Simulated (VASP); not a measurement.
Given:

```xyz
8
Lattice="-2.6908 2.6908 5.3403 2.6908 -2.6908 5.3403 2.6908 2.6908 -5.3403" Properties=species:S:1:pos:R:3 pbc="T T T"
Ga     0.0000     0.0000     5.3403
Ga     2.6908     0.0000     2.6702
Cu     0.0000     0.0000     0.0000
Cu     0.0000     2.6908     2.6702
Se     1.3925     1.3454     6.6754
Se     4.0362     1.2983    -1.3351
Se     1.2983     1.3454     1.3351
Se    -1.3454     1.3925     4.0052
```

All values below come from PBEsol GGA, VASP's PBE PAW potentials (set 64) (plane waves; VASP). Run with 500 eV cut-off, 6×6×6 Γ-centred mesh, Gaussian smearing of 0.050 eV, potentials Ga_d Cu Se.

Energy and stress use the plane-wave basis of the starting cell.

**Question.** The ions, cell shape and volume at an external pressure of 20.0 GPa are relaxed. Give the cell that the relaxation ends in.

**Answer.** 
```xyz
8
Lattice="-2.6247 2.6247 5.2072 2.6247 -2.6247 5.2072 2.6247 2.6247 -5.2072" Properties=species:S:1:pos:R:3 pbc="T T T"
Ga     2.6247     2.6247     0.0000
Ga     2.6247     0.0000     2.6036
Cu     2.6247     2.6247     5.2072
Cu     0.0000     2.6247     2.6036
Se     1.3623     1.3123     6.5090
Se     3.9370     1.2624    -1.3018
Se     1.2624     1.3123     1.3018
Se    -1.3123     1.3623     3.9054
```
Space group I-42d (122), at a tolerance of 0.03 Å.

**Question.** How do energy and volume change from the first to the last step?

**Answer.** The energy (σ→0) changes by +127.1 meV/atom and the volume by -7.2 %, in 8 ionic steps.

| step | E(σ→0) (eV) | max force (eV/Å) | pressure (GPa) | volume (Å³) |
|---|---|---|---|---|
| 1 | -33.9157 | 0.014 | 9.85 | 154.66 |
| 2 | -30.1958 | 0.141 | 40.98 | 128.84 |
| 3 | -32.9327 | 0.065 | 19.67 | 143.77 |
| 4 | -32.8992 | 0.067 | 19.94 | 143.50 |
| 5 | -32.8719 | 0.068 | 20.30 | 143.28 |
| 6 | -32.9488 | 0.017 | 19.54 | 143.90 |
| 7 | -32.9100 | 0.043 | 19.87 | 143.58 |
| 8 | -32.8990 | 0.005 | 19.97 | 143.49 |

The compound is CuGaSe2 in the chalcopyrite structure. This run relaxes it under an external pressure of 20 GPa. Symmetry was kept, so distortions that lower it aren't found.
